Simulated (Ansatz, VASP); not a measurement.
# Te in two plane-wave programs

One calculation is typed for both programs; each brings its own data sets and cutoff. How far apart do they land?

Calculated with Ansatz 0.2.0; plane waves, with VASP 6.6.1 beside it; band structure at B3LYP with an exact-exchange share of 0.2 and band structure at HSE03.

**1. Starting point**

It takes space group P3_121 (No. 152, trigonal). Conventional cell: a = 4.457 Å, b = 4.457 Å, c = 5.929 Å, α = 90.00°, β = 90.00°, γ = 120.00°. Nearest to Te lie 2 Te at 2.84 Å.

Coordinates:

```
Te
1.0
     4.45720    0.00000    0.00000
    -2.22860    3.86005    0.00000
     0.00000    0.00000    5.92900
Te
3
Direct
  0.26330 0.00000 0.33333
  0.00000 0.26330 0.66667
  0.73670 0.73670 0.00000
```

**2. VASP: band structure, B3LYP with an exact-exchange share of 0.2**

The same path points are solved in both programs, so levels can be compared one by one.

Lines of VASP's logs that name or quote its potential files are left out, and so is its time.

The run reads the wave functions of an earlier VASP run, which isn't shown here.

INCAR reads:

```
SYSTEM = Te
PREC = Accurate
ENCUT = 400
EDIFF = 1E-06
NELM = 100
ISMEAR = 0
SIGMA = 0.02
LREAL = .FALSE.
ALGO = Normal
LHFCALC = .TRUE.
AEXX = 0.2
GGA = B3
AGGAX = 0.72
AGGAC = 0.81
ALDAC = 0.19
LASPH = .TRUE.
NBANDS = 15
PRECFOCK = Fast
HFRCUT = -1
LORBIT = 11
LWAVE = .FALSE.
LCHARG = .FALSE.
KPAR = 4
```

POSCAR reads:

```
Te
1.0
    4.4572000000      0.0000000000      0.0000000000
   -2.2286000000      3.8600484297      0.0000000000
    0.0000000000      0.0000000000      5.9290000000
Te
3
Direct
    0.2633000000      0.0000000000      0.3333333333
    0.0000000000      0.2633000000      0.6666666667
    0.7367000000      0.7367000000      0.0000000000
```

KPOINTS reads:

```
Automatic mesh
0
Gamma
4 4 3
0 0 0
```

KPOINTS_OPT reads:

```
Line mode
6
Line-mode
Reciprocal
  0.00000000   0.00000000   0.00000000 GAMMA
  0.50000000   0.00000000   0.00000000 M

  0.50000000   0.00000000   0.00000000 M
  0.33333333   0.33333333   0.00000000 K

  0.33333333   0.33333333   0.00000000 K
  0.00000000   0.00000000   0.00000000 GAMMA

  0.00000000   0.00000000   0.00000000 GAMMA
  0.00000000   0.00000000   0.50000000 A

  0.00000000   0.00000000   0.50000000 A
  0.50000000   0.00000000   0.50000000 L

  0.50000000   0.00000000   0.50000000 L
  0.33333333   0.33333333   0.50000000 H

  0.33333333   0.33333333   0.50000000 H
  0.00000000   0.00000000   0.50000000 A

  0.50000000   0.00000000   0.50000000 L
  0.50000000   0.00000000   0.00000000 M

  0.33333333   0.33333333   0.00000000 K
  0.33333333   0.33333333   0.50000000 H
```

The projector-augmented-wave data sets are Te (PBE family, release 64).

The run is started by

```
mpirun -np 4 vasp_std
```

Numbers of over 12 decimals in the logs are rounded to 6 here.

The program printed:

```text
[banner, memory and clock lines left out]
running    4 mpi-ranks, on    1 nodes
 distrk:  each k-point on    1 cores,    4 groups
 distr:  one band on    1 cores,    1 groups

 POSCAR found type information on POSCAR Te
 POSCAR found :  1 types and       3 ions
|                                                                             |
|               ----> ADVICE to this user running VASP <----                  |
|                                                                             |
|     You enforced a specific xc type in the INCAR file but a different       |
|     [... a line on the potential file left out ...]
|     I HOPE YOU KNOW WHAT YOU ARE DOING!                                     |
|                                                                             |

 LDA part: xc-table for (Slater(with rela. corr.)+VWN3), standard interpolation
 found WAVECAR, reading the header
 POSCAR, INCAR and KPOINTS ok, starting setup
 FFT: planning ... GRIDC
 FFT: planning ... GRID_SOFT
 FFT: planning ... GRID
 HFRCUT set to (new)   10.534073
 reading WAVECAR
 the WAVECAR file was read successfully
 initial charge from wavefunction
 entering main loop
       N       E                     dE             d eps       ncg     rms          rms(c)
DAV:   1    -0.108260212273E+02   -0.10826E+02   -0.16600E+00   270   0.889E+00    0.132E+01
DAV:   2    -0.108454547248E+02   -0.19433E-01   -0.48462E-02   333   0.152E+00    0.931E+00
DAV:   3    -0.108445417318E+02    0.91299E-03   -0.21667E-03   354   0.310E-01    0.593E+00
DAV:   4    -0.108439314657E+02    0.61027E-03   -0.51424E-04   361   0.138E-01    0.363E+00
DAV:   5    -0.108437619793E+02    0.16949E-03   -0.20263E-04   368   0.796E-02    0.219E+00
DAV:   6    -0.108437243793E+02    0.37600E-04   -0.62801E-05   347   0.427E-02    0.131E+00
DAV:   7    -0.108437180741E+02    0.63052E-05   -0.17749E-05   354   0.230E-02    0.780E-01
DAV:   8    -0.108437182665E+02   -0.19246E-06   -0.51383E-06   347   0.130E-02
   1 F= -.10843718E+02 E0= -.10843718E+02  d E =-.180426E-21
 Start KPOINTS_OPT (optional k-point list driver)
k-point batch [1-9\54]
       N       E                     dE             ncg
DAV:   1     0.675567819072E+03   -0.19357E+04      270
DAV:   2    -0.139217358092E+01   -0.67696E+03      354
DAV:   3    -0.744569880574E+02   -0.73065E+02      340
DAV:   4    -0.764011395512E+02   -0.19442E+01      426
DAV:   5    -0.764194842337E+02   -0.18345E-01      361
DAV:   6    -0.764197105306E+02   -0.22630E-03      405
DAV:   7    -0.764197132556E+02   -0.27250E-05      278
DAV:   8    -0.764197133267E+02   -0.71083E-07      268
[...]
k-point batch [46-54\54]
       N       E                     dE             ncg
DAV:   1     0.568916671347E+03   -0.37412E+04      270
DAV:   2    -0.529454898938E+02   -0.62186E+03      347
DAV:   3    -0.112586143279E+03   -0.59641E+02      333
DAV:   4    -0.114326999119E+03   -0.17409E+01      419
DAV:   5    -0.114344239758E+03   -0.17241E-01      340
DAV:   6    -0.114344442054E+03   -0.20230E-03      412
DAV:   7    -0.114344444455E+03   -0.24004E-05      255
DAV:   8    -0.114344444529E+03   -0.74115E-07      268
```

OUTCAR, selected parts (step 2):

```text
ion  position               nearest neighbor table
   1  0.263  0.000  0.333-   3 2.84   2 2.84   3 3.49   3 3.49   2 3.49   2 3.49
   2  0.000  0.263  0.667-   3 2.84   1 2.84   3 3.49   3 3.49   1 3.49   1 3.49
   3  0.737  0.737  0.000-   2 2.84   1 2.84   1 3.49   2 3.49   2 3.49   1 3.49

  LATTYP: Found a hexagonal cell.
 ALAT       =     4.4572000000
 C/A-ratio  =     1.3302073050

 Subroutine GETGRP returns: Found  6 space group operations
 (whereof  2 operations were pure point group operations)

The static configuration has the point symmetry C_2 .
 The point group associated with its full space group is D_3 .

 Found      9 irreducible k-points:

   k-points           NKPTS =      9   k-points in BZ     NKDIM =     48   number of bands    NBANDS=     15

   dimension x,y,z NGX =    30 NGY =   30 NGZ =   40
   dimension x,y,z NGXF=    60 NGYF=   60 NGZF=   80

   ENCUT  =  400.0 eV  29.40 Ry    5.42 a.u.   7.27  7.27  9.67*2*pi/ulx,y,z

   NELECT =      18.0000    total number of electrons

 k-points in reciprocal lattice and weights: Automatic mesh
   0.00000000  0.00000000  0.00000000       0.021
   0.25000000  0.00000000  0.00000000       0.125
   0.50000000  0.00000000  0.00000000       0.062
   0.25000000  0.25000000  0.00000000       0.125
   0.00000000  0.00000000  0.33333333       0.042
   0.25000000  0.00000000  0.33333333       0.125
   0.00000000  0.25000000  0.33333333       0.125
   0.50000000  0.00000000  0.33333333       0.125
   0.25000000  0.25000000  0.33333333       0.250

  exchange ACFDT corr.  =         0.00000000  see jH, gK, PRB 81, 115126

 average (electrostatic) potential at core
       1 -85.6619       2 -85.6619       3 -85.6619

 E-fermi :   5.4450

 k-point     1 :       0.0000    0.0000    0.0000
  band No.  band energies     occupation
    ...
      5       2.6345      2.00000
      6       2.6345      2.00000
      7       3.7615      2.00000
      8       3.7615      2.00000
      9       4.6948      2.00000
     10       7.5484      0.00000
     11       7.5484      0.00000
     12       8.2989      0.00000
     13      11.8150      0.00000
     14      11.8150      0.00000
    ...

 k-point     2 :       0.2500    0.0000    0.0000
  band No.  band energies     occupation
    ...
      5       1.4148      2.00000
      6       1.9321      2.00000
      7       3.9747      2.00000
      8       4.4891      2.00000
      9       4.6758      2.00000
     10       7.4242      0.00000
     11       7.6565      0.00000
     12       8.5182      0.00000
     13      10.7120      0.00000
     14      12.2124      0.00000
    ...

 k-point     3 :       0.5000    0.0000    0.0000
  band No.  band energies     occupation
    ...
      5       0.8269      2.00000
      6       1.7404      2.00000
      7       1.8153      2.00000
      8       4.4372      2.00000
      9       4.6692      2.00000
     10       7.4334      0.00000
     11       7.5614      0.00000
     12       9.8398      0.00000
     13      10.4848      0.00000
     14      14.3134      0.00000
    ...

  energy-cutoff  :      400.00
  volume of cell :      102.01
      direct lattice vectors                 reciprocal lattice vectors
     4.457200000  0.000000000  0.000000000     0.224356098  0.129532054  0.000000000
    -2.228600000  3.860048430  0.000000000     0.000000000  0.259064107  0.000000000
     0.000000000  0.000000000  5.929000000     0.000000000  0.000000000  0.168662506

 POSITION                                       TOTAL-FORCE (eV/Angst)
 -----------------------------------------------------------------------------------
      1.17358      0.00000      1.97633        -0.066593     -0.000000     -0.000000
     -0.58679      1.01635      3.95267         0.033296     -0.057671      0.000000
      1.64181      2.84370      0.00000         0.033296      0.057671     -0.000000
 -----------------------------------------------------------------------------------
    total drift:                               -0.000000     -0.000000     -0.000000

  FREE ENERGIE OF THE ION-ELECTRON SYSTEM (eV)
  ---------------------------------------------------
  free  energy   TOTEN  =       -10.8437182665 eV

  energy  without entropy=      -10.8437182665  energy(sigma->0) =      -10.84371827

 total charge
# of ion       s       p       d       tot
------------------------------------------
    1        1.411   1.941   0.043   3.395
    2        1.411   1.941   0.043   3.395
    3        1.411   1.941   0.043   3.395
--------------------------------------------------
tot          4.232   5.823   0.130  10.185

[... 3 further parts left out ...]
```

The k-mesh is coarse for unscreened exact exchange, which converges slowly with it.

**3. Ansatz: band structure, B3LYP with an exact-exchange share of 0.2**

Ansatz runs on its default PAW (the set named soft_2) files.

The same cell, functional (in two slightly different forms), mesh and smearing now go to Ansatz, which takes its cutoff from its data sets.

input.yaml reads:

```yaml
crystal:
  lattice:
    - [4.4572, 0.0, 0.0]
    - [-2.2286, 3.8600484297, 0.0]
    - [0.0, 0.0, 5.929]
  atoms:
    - { symbol: Te, position: [0.2633, 0.0, 0.3333333333] }
    - { symbol: Te, position: [0.0, 0.2633, 0.6666666667] }
    - { symbol: Te, position: [0.7367, 0.7367, 0.0] }
hamiltonian:
  xc: b3lyp
  pseudopotentials: { kind: paw }
kpoints:
  mp_grid: { grid: [4, 4, 3] }
  band_path:
    path:
      - [0.0, 0.0, 0.0]
      - [0.4, 0.0, 0.0]
      - [0.4, 0.2, 0.0]
      - [0.2, 0.2, 0.0]
      - [0.0, 0.0, 0.1]
      - [0.0, 0.0, 0.5]
      - [0.4, 0.0, 0.5]
      - [0.4, 0.2, 0.5]
      - [0.36667, 0.26667, 0.5]
      - [0.33333, 0.33333, 0.5]
      - [0.2, 0.2, 0.5]
      - [0.5, 0.0, 0.4]
      - [0.33333, 0.33333, 0.0]
      - [0.33333, 0.33333, 0.5]
    npoints: 1
scf:
  occupations: { method: gaussian, width: 0.02 }
  n_extra_bands: 7
output:
  forces: true
  stress: true
  eigenvalues: true
```

The run is started by

```
ansatz run input.yaml --threads 4 --pin off --max-ram 9216MiB --backend cpu --events-out ev --progress --plain --runs-dir out
```

The program printed:

```text
Warning: output.stress: scf.convergence.dr2_threshold = 1e-7 eV (the SCF's general default) is looser than the 3e-10 eV advised for a printed stress (1e-10 eV for each atom of the cell: 3). What an SCF threshold leaves in a stress goes as its square root, and in the free energy as the threshold itself, and one threshold admits the most on a small cell: [figures from the program's tests cut] Set scf.convergence.dr2_threshold to 3e-10 eV or tighter. The threshold is an SCF's pass mark: one that does not reach it within its budget of iterations ends unconverged, or closes short of it on a stop that the run arms, and scf.convergence.dr2_threshold's page says what that costs each kind of run
Warning: output.stress: scf.exx.energy_threshold = 1e-6 eV is looser than the 3e-8 eV advised for a stress under a hybrid functional (1e-8 eV for each atom of the cell: 3). Every SCF of the exchange loop can meet its threshold on dr2 while the loop round them stops early: no threshold on dr2 bounds what that leaves in the stress. Set scf.exx.energy_threshold to 3e-8 eV or tighter. The threshold is the loop's pass mark: a loop that does not reach it within its budget of cycles ends unconverged, and scf.exx.energy_threshold's page has the law
scf.n_extra_bands = 7 over 24 filled bands (N_el = 48.0): the run solves 31 bands
Engine: ansatz 0.2.0, aarch64-unknown-linux-gnu
Pseudopotentials: kind: paw
Pseudopotential: Te, paw, valence charge 16, recommended cutoff 420 eV (normal), Te.paw.azcp
Functional definition: B3LYP
  parameter a0 = 0.2
  parameter ax = 0.72
  parameter ac = 0.81
  exchange = (1 - a0 - ax)*slater_x + ax*b88_x + a0*exact_x
  correlation = (1 - ac)*vwn_rpa_c + ac*lyp_c
Crystal: 3 atoms, lattice volume = 102.008 Å³
Basis set: ecut = 420 eV, 2017 PW (Γ), exchange–correlation on 60×60×80 points (8 copies of the dense FFT grid, shifted against one another)
Bands: 31, of which v1, the nominal top of the filled ones, is band 24 counted from 1 (23 counted from 0)
Symmetry: 6 space group operations
Space group: P3121 (ITA 152), of the structure as read, at distance tolerance 4.7e-5 Å
k-points: 9 of 48 (time reversal used)
Non-local potential: Te, projectors of the file, l = 0: 2, l = 1: 2, l = 2: 2, l = 3: 2
PAW form: soft (Blöchl's): semilocal exchange-correlation on the pseudo side does not see the compensation charge
PAW frozen core: Te, regenerated for the run's functional, and the local potential with it (the file was generated under x = pbe(κ = 0.804, μ = 0.219515), c = pbe(β = 0.066725))
PAW one-centre angular grid: Te, 590 points (default); XC on 64 Gauss nodes
Initial density: superposition of atomic densities (neutral atoms: chi_scale 0, normalization atom), corrected by the library's trained network
Initial wavefunctions: pseudopotential atomic-orbital guess
Functional: x = 0.1 slater + 0.9 b88, c = 0.19 vwn_rpa + 0.81 lyp, warm-up for x = 0.08 slater + 0.72 b88 + 0.2 exact, c = 0.19 vwn_rpa + 0.81 lyp
SCF iter   1: F=—  HF=-20974.959267 eV  |F-HF|=—  |Δ(HF+E_count)|=         —  Δρ=5.04e-3  dr2=2.93e-2  ethr=1.77e-3  ⟨swp⟩=11.9  Hψ=1236  notcnv=0
preconditioner: auto → none  [insulator: Δε(μ)=0.948 eV  Ē_g=10.027 eV  σ=0.020 eV  W_gap=1.00  n_scr=22 (ndim 8)  ℏωp=15.6 eV  f_vac=0.028  D(μ)=0.00/eV (n_scr^D=0)]
SCF iter   2: F=—  HF=-20974.950391 eV  |F-HF|=—  |Δ(HF+E_count)|=   8.88e-3  Δρ=2.11e-3  dr2=3.52e-3  ethr=6.09e-5  ⟨swp⟩=4.9  Hψ=710  notcnv=0  defer=18
iter 3 solved again at ethr=1.39e-7 eV; its pass at ethr=7.34e-6 eV (dr2=6.66e-5 eV) is discarded
SCF iter   3: F=-20974.949312 eV  HF=-20974.949358 eV  |F-HF|=4.66e-5  |Δ(HF+E_count)|=   1.03e-3  Δρ=2.18e-4  dr2=6.36e-5  ethr=1.39e-7  ⟨swp⟩=3.9  Hψ=1312  notcnv=0  defer=5
SCF 1 stopped early in 3 iterations: F = -20974.949312 eV  dr2 = 6.36e-5
  greatest PAW one-centre occupation: 0.999 electrons in one spin orbital (limit 2), on the Te atom at site 2 (counted from 0), in its partial waves of l = 2
Initial density: handed on by an earlier stage of this run
Initial wavefunctions: those handed on with the density
Functional: x = 0.08 slater + 0.72 b88 + 0.2 exact, c = 0.19 vwn_rpa + 0.81 lyp
Frozen-core exchange: fock
SCF iter   1: F=—  HF=-20984.549103 eV  |F-HF|=—  |Δ(HF+E_count)|=         —  Δρ=3.49e-3  dr2=8.88e-3  ethr=1.33e-6  ⟨swp⟩=8.8  Hψ=1345  notcnv=0
preconditioner: auto → none  [insulator: Δε(μ)=1.768 eV  Ē_g=11.517 eV  σ=0.020 eV  W_gap=1.00  n_scr=22 (ndim 8)  ℏωp=15.6 eV  f_vac=0.033  D(μ)=0.00/eV (n_scr^D=0)]
SCF iter   2: F=—  HF=-20984.546392 eV  |F-HF|=—  |Δ(HF+E_count)|=   2.71e-3  Δρ=1.40e-3  dr2=3.39e-3  ethr=1.33e-6  ⟨swp⟩=4.0  Hψ=973  notcnv=0
SCF iter   3: F=—  HF=-20984.557911 eV  |F-HF|=—  |Δ(HF+E_count)|=   1.15e-2  Δρ=9.81e-4  dr2=8.76e-4  ethr=1.33e-6  ⟨swp⟩=4.1  Hψ=786  notcnv=0
SCF iter   4: F=—  HF=-20984.557739 eV  |F-HF|=—  |Δ(HF+E_count)|=   1.72e-4  Δρ=1.74e-4  dr2=1.54e-4  ethr=1.33e-6  ⟨swp⟩=2.1  Hψ=499  notcnv=0
SCF iter   5: F=—  HF=-20984.558289 eV  |F-HF|=—  |Δ(HF+E_count)|=   5.50e-4  Δρ=1.41e-4  dr2=2.23e-5  ethr=4.99e-8  ⟨swp⟩=4.0  Hψ=787  notcnv=0
SCF iter   6: F=-20984.558320 eV  HF=-20984.558320 eV  |F-HF|=2.82e-7  |Δ(HF+E_count)|=   3.12e-5  Δρ=4.14e-5  dr2=3.16e-6  ethr=2.90e-8  ⟨swp⟩=3.4  Hψ=578  notcnv=0
SCF 2 stopped early in 6 iterations: F = -20984.558320 eV  dr2 = 3.16e-6
  Residual-converged pass: ⟨swp⟩=4.0  Hψ=817  notcnv=0  max |occ|·‖R‖ = 5.3e-6 eV (tolerance 6.7e-6 eV)  dr2=3.15e-6  dr2_onsite=9.66e-8  max |Δocc| = 0.0e0
  greatest PAW one-centre occupation: 0.999 electrons in one spin orbital (limit 2), on the Te atom at site 0 (counted from 0), in its partial waves of l = 2
hybrid outer 1: dexx = +1.552e-2 eV, tail = 8.73e-5 eV
Frozen-core exchange: fock
SCF iter   1: F=—  HF=-20984.558416 eV  |F-HF|=—  |Δ(HF+E_count)|=         —  Δρ=2.42e-5  dr2=6.08e-7  ethr=9.10e-7  ⟨swp⟩=4.8  Hψ=636  notcnv=0
preconditioner: auto → none  [insulator: Δε(μ)=1.821 eV  Ē_g=11.536 eV  σ=0.020 eV  W_gap=1.00  n_scr=22 (ndim 8)  ℏωp=15.6 eV  f_vac=0.033  D(μ)=0.00/eV (n_scr^D=0)]
SCF iter   2: F=—  HF=-20984.558416 eV  |F-HF|=—  |Δ(HF+E_count)|=   2.27e-7  Δρ=9.06e-6  dr2=1.57e-7  ethr=1.04e-9  ⟨swp⟩=4.0  Hψ=836  notcnv=0
SCF iter   3: F=—  HF=-20984.558416 eV  |F-HF|=—  |Δ(HF+E_count)|=   4.46e-7  Δρ=4.61e-6  dr2=1.78e-8  ethr=9.62e-11  ⟨swp⟩=4.9  Hψ=815  notcnv=0  defer=4
SCF iter   4: F=-20984.558416 eV  HF=-20984.558416 eV  |F-HF|=5.09e-11  |Δ(HF+E_count)|=   1.40e-8  Δρ=1.32e-6  dr2=1.34e-9  ethr=2.95e-11  ⟨swp⟩=4.2  Hψ=592  notcnv=0  defer=7
SCF 3 converged in 4 iterations: F = -20984.558416 eV  dr2 = 1.34e-9
  Residual-converged pass: ⟨swp⟩=4.0  Hψ=768  notcnv=0  max |occ|·‖R‖ = 5.2e-7 eV (tolerance 5.4e-7 eV)  dr2=1.33e-9  dr2_onsite=3.26e-10  max |Δocc| = 0.0e0
hybrid outer 2: dexx = +6.449e-7 eV, tail = 1.47e-8 eV, Δε = 1.22e-3 eV (about 3.76e-5 eV left of the loop's levels), ΔF = 1.28e-3 eV/Å (tail 4.87e-4)
NSCF: frozen V_eff on 14 k-points
hybrid SCF converged: 2 outer / 10 inner (+3 warm-up), last move |dexx| = 6.45e-7 eV, tail = 1.47e-8 eV
Stability not checked: this state was not tested for a lower state beside it, because the functional holds exact exchange (a hybrid, or Hartree-Fock), whose exchange loop this test does not read (fock_operator; see scf.lower_state_search)
Free energy (F): -20984.558416 eV
Frozen-core exchange: fock
Harris-Foulkes:  -20984.558416 eV  (|F-HF|=5.09e-11)
Internal energy: -20984.558416 eV  (E = F + TS)
E sigma→0 (E₀):  -20984.558416 eV
Fermi energy:    9.013370 eV
--- Per-component energies (eV) ---
  E_band       = -884.658081
  E_kinetic    = 543.607054
  E_local      = -3850.158695  (includes V_loc(G=0)·N_el)
  E_nonlocal   = -936.731697
  E_hartree    = 2450.249429
  E_xc         = -304.475153
  E_vxc        = -252.330339  (∫ρ·V_xc dr)
  E_exx        = -123.940567  (= α·E_x^exact, valence–valence)
  E_paw        = -13975.838476  (= ΣΔE_a)
  E_vpaw       = -1041.661743  (= ΣTr[D̂ρ^β])
  E_aug_tail   = -0.000591  (compensation charges beyond the density's cutoff)
  E_ewald      = -4786.899832
  E_core_change = -0.369890  (= ΣΔE_core)
  E_smearing   = -0.000000  (= −TS)
  E_closure    = 0.000001  (closes the sum)
  Σ components = -20984.558416   (vs F -20984.558416, Δ=3.64e-12)
--- Forces (eV/Å), atoms counted from 1 ---
  atom   1  Te    -0.06981886    -0.00000000    -0.00000000
  atom   2  Te     0.03490943    -0.06046491    -0.00000000
  atom   3  Te     0.03490943     0.06046491     0.00000000
  max |Σ_I F_I| component: 6.94e-18 eV/Å
--- Stress (GPa, compression-positive) ---
        4.140136       0.000000      -0.000000
        0.000000       4.140136       0.000000
       -0.000000       0.000000       3.282569
  P = ⅓ Tr σ = 3.8543 GPa (38.543 kbar)
--- Band table (eV; the first three rows and the last of 9) ---
  k-point 0: bands = [... 20 lower, 5.4491, 6.5767, 6.5767, 7.5038, 10.3503, 10.3503, 11.0718, 14.6537, ... 3 higher]
  k-point 1: bands = [... 20 lower, 5.6649, 6.7826, 6.9626, 7.3883, 9.9239, 9.9453, 10.3068, 13.9140, ... 3 higher]
  k-point 2: bands = [... 20 lower, 4.7399, 6.7692, 7.2879, 7.4714, 10.2434, 10.4781, 11.3177, 13.5326, ... 3 higher]
  k-point 8: bands = [... 20 lower, 4.0306, 5.8618, 7.3779, 8.1024, 10.0526, 11.0034, 12.0729, 14.5369, ... 3 higher]
```

Run time: 58 s. Hardware: 4 threads of Arm Neoverse V2, shared host; peak memory 0.99 GiB.

[end of part 1 of 2]

[Lines on the potential files, build, host, timing and source positions are cut from VASP's logs without a mark.]

[Logs are printed without paths, hosts, clocks, repeated set-up lines and the standing remarks that a program may print on its own settings, such as how far it seeks lower states.]

[Hosts, paths, dates, database ids (printed as entryN), source tags and the programs' standing remarks are cut or masked in the printed files.]
